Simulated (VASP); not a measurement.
Output of a VASP run:

### OSZICAR
```
       N       E                     dE             d eps       ncg     rms          rms(c)
DAV:   1     0.177691602695E+03    0.17769E+03   -0.16354E+04  1216   0.183E+03
DAV:   2    -0.100373482018E+03   -0.27807E+03   -0.27392E+03  1225   0.447E+02
DAV:   3    -0.123041216696E+03   -0.22668E+02   -0.22176E+02  1404   0.154E+02
DAV:   4    -0.123871178105E+03   -0.82996E+00   -0.82871E+00  1371   0.323E+01
DAV:   5    -0.123915860767E+03   -0.44683E-01   -0.44679E-01  1652   0.655E+00    0.147E+00
DAV:   6    -0.117761008078E+03    0.61549E+01   -0.21468E+00  1315   0.261E+01    0.102E+00
DAV:   7    -0.116869894498E+03    0.89111E+00   -0.17603E-01  1222   0.541E+00    0.625E-01
DAV:   8    -0.117367172366E+03   -0.49728E+00   -0.17765E-01  1216   0.351E+00    0.144E-01
DAV:   9    -0.116896560719E+03    0.47061E+00   -0.14863E-01  1216   0.367E+00    0.118E-01
DAV:  10    -0.117018657832E+03   -0.12210E+00   -0.69656E-02  1216   0.191E+00    0.114E-01
DAV:  11    -0.117016994658E+03    0.16632E-02   -0.62784E-03  1287   0.862E-01    0.672E-02
DAV:  12    -0.117026810339E+03   -0.98157E-02   -0.72568E-03  1216   0.688E-01    0.369E-02
DAV:  13    -0.117025859238E+03    0.95110E-03   -0.92601E-04  1270   0.374E-01    0.432E-02
DAV:  14    -0.117026764560E+03   -0.90532E-03   -0.25616E-04  1243   0.224E-01    0.201E-02
DAV:  15    -0.117027355980E+03   -0.59142E-03   -0.16068E-04  1216   0.128E-01    0.329E-03
DAV:  16    -0.117027576874E+03   -0.22089E-03   -0.73647E-05  1222   0.853E-02    0.210E-03
DAV:  17    -0.117027576621E+03    0.25294E-06   -0.15988E-06  1469   0.106E-02    0.290E-03
DAV:  18    -0.117027589753E+03   -0.13132E-04   -0.29493E-06  1222   0.140E-02    0.218E-03
DAV:  19    -0.117027599362E+03   -0.96090E-05   -0.74173E-06  1216   0.225E-02    0.132E-03
DAV:  20    -0.117027599760E+03   -0.39819E-06   -0.43719E-07   993   0.615E-03    0.106E-03
DAV:  21    -0.117027599674E+03    0.86250E-07   -0.38151E-08   703   0.194E-03
   1 F= -.11702760E+03 E0= -.11702724E+03  d E =-.711727E-03
```

### OUTCAR
```
------------------------ aborting loop because EDIFF is reached ----------------------------------------
  FORCE on cell =-STRESS in cart. coord.  units (eV):
  Direction    XX          YY          ZZ          XY          YZ          ZX
  --------------------------------------------------------------------------------------
  Total        0.0167839      0.0227996      0.0221355      0.0000000      0.0000000     -0.0019987
  in kB        0.3669762      0.4985058      0.4839868      0.0000000      0.0000000     -0.0437000
  external PRESSURE =       0.4498229 kB  Pullay stress =       0.0000000 kB
  volume of cell :       73.28
      direct lattice vectors                 reciprocal lattice vectors
     4.315729740 -2.267914477  0.054117344     0.117049518 -0.220466867 -0.095239044
     4.315729740  2.267914477  0.054117344     0.117049518  0.220466867 -0.095239044
     3.077196218  0.000000000  3.781897834    -0.003349857  0.000000000  0.267143168
 POSITION                                       TOTAL-FORCE (eV/Angst)
 -----------------------------------------------------------------------------------
      2.70902      0.00000      0.90006        -0.006599      0.000000     -0.002193
      8.99964      0.00000      2.99008         0.006599      0.000000      0.002193
 -----------------------------------------------------------------------------------
    total drift:                                0.000000      0.000000     -0.000000
  FREE ENERGIE OF THE ION-ELECTRON SYSTEM (eV)
  ---------------------------------------------------
  free  energy   TOTEN  =      -117.0275996737 eV

  energy  without entropy=     -117.0268879463  energy(sigma->0) =     -117.02724381
```
(Selected blocks of OUTCAR.)

File POSCAR:
```
Bi
1
    4.3157297403    -2.2679144770     0.0541173439
    4.3157297403     2.2679144770     0.0541173439
    3.0771962177    -0.0000000000     3.7818978342
Bi
2
Direct
  0.2313689173   0.2313689173   0.2313689173
  0.7686310827   0.7686310827   0.7686310827
```

Question: Write an INCAR and KPOINTS that could have produced this output.

Answer: One answer among several that fit: the input of the run itself, r2SCAN meta-GGA, plane waves, VASP's PBE PAW potentials (set 64).

INCAR:
```
SYSTEM=Bi
PREC=Accurate; ENCUT=480; LREAL=.FALSE.
LASPH=.TRUE.
EDIFF=1E-7; NELM=100; ALGO=Normal
LMAXMIX=4; LMIXTAU=.TRUE.
ISMEAR=0; SIGMA=0.05
METAGGA=R2SCAN
ISIF=2
LWAVE=.FALSE.; LCHARG=.FALSE.
```

KPOINTS:
```
Automatic mesh
0
Gamma
6 6 6
0 0 0
```

POTCAR, in this order: Bi_d (PBE.64 set). Program: vasp_std.

The compound is Bi in the a7 structure. It was relaxed first.
